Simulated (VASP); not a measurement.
Given:

```xyz
4
Lattice="4.0792 0.0000 0.0000 0.0000 4.0792 0.0000 0.0000 0.0000 4.0792" Properties=species:S:1:pos:R:3 pbc="T T T"
Sc     0.0000     0.0000     0.0000
Al     0.0000     2.0396     2.0396
Al     2.0396     0.0000     2.0396
Al     2.0396     2.0396     0.0000
```

These are r2SCAN+rVV10, VASP's PBE PAW potentials (set 64) (plane waves; VASP) values and carry that method's errors. Run with 520 eV cut-off, 9×9×9 Γ-centred mesh, tetrahedra with Blöchl corrections, potentials Sc_sv Al.

The cores are frozen, which limits the accuracy of field gradients.

### Question
Give the principal components of the electric field gradient (V/Å²) and the asymmetry η at each nucleus.

### Answer

```
atom   Vxx   Vyy   Vzz     η
----  ----  ----  ----  ----
Sc1    0.0   0.0   0.0     -
Al2   -9.9  -9.9  19.8  0.00
Al3   -9.9  -9.9  19.8  0.00
Al4   -9.9  -9.9  19.8  0.00
```

The compound is Al3Sc in the L1_2 structure. It was relaxed first.
